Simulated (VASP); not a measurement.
Input for VASP

INCAR:
```
SYSTEM = PdSb
PREC = Accurate
ENCUT = 400
EDIFF = 1E-7
NELM = 100
ALGO = Normal
LREAL = .FALSE.
LASPH = .TRUE.
ISMEAR = -5
GGA = PS
LMAXMIX = 4
LWAVE = .FALSE.
LCHARG = .TRUE.
LORBIT = 11
NEDOS = 601
ISIF = 2
```

KPOINTS:
```
kpoints
0
Gamma
 12 12 12
0 0 0
```

File POSCAR:
```
PdSb
1.0
  3.3549347164   0.0000000000   0.0000000000
  0.0000000000   3.3549347164   0.0000000000
  0.0000000000   0.0000000000   3.3549347164
Pd Sb
1 1
Cart
  0.0000000000   0.0000000000   0.0000000000
  1.6774673582   1.6774673582   1.6774673582
```

POTCAR, in this order: Pd Sb (PBE.64 set). Program: vasp_std.

Q: Write an equivalent input for Ansatz.

A: One equivalent input (not run):
Ansatz 0.2 input:
```yaml
crystal:
  lattice:
    - [3.3549347, 0.0000000, 0.0000000]
    - [0.0000000, 3.3549347, 0.0000000]
    - [0.0000000, 0.0000000, 3.3549347]
  atoms:
    - { symbol: Pd, position: [0.0000000, 0.0000000, 0.0000000] }
    - { symbol: Sb, position: [0.5000000, 0.5000000, 0.5000000] }
kpoints:
  mp_grid: { grid: [12, 12, 12] }
hamiltonian:
  xc: pbesol
  pseudopotentials: { kind: paw }
scf:
  occupations: { method: tetrahedron }
  max_iter: 100
output: { forces: true, stress: true, eigenvalues: true }
```
The two are equivalent in intent, not identical: each code has its own PAW files, so the cut-off isn't converted (ENCUT is set for VASP's; basis.ecutwfc is left out, and Ansatz then takes the one that its files recommend); Ansatz stops its SCF on the density residual and VASP on the energy change (EDIFF).

The structure was generated: PdSb was put into the CsCl type type (Pm-3m), which need not be its known phase. It was relaxed first, which changed the volume by -20 %.
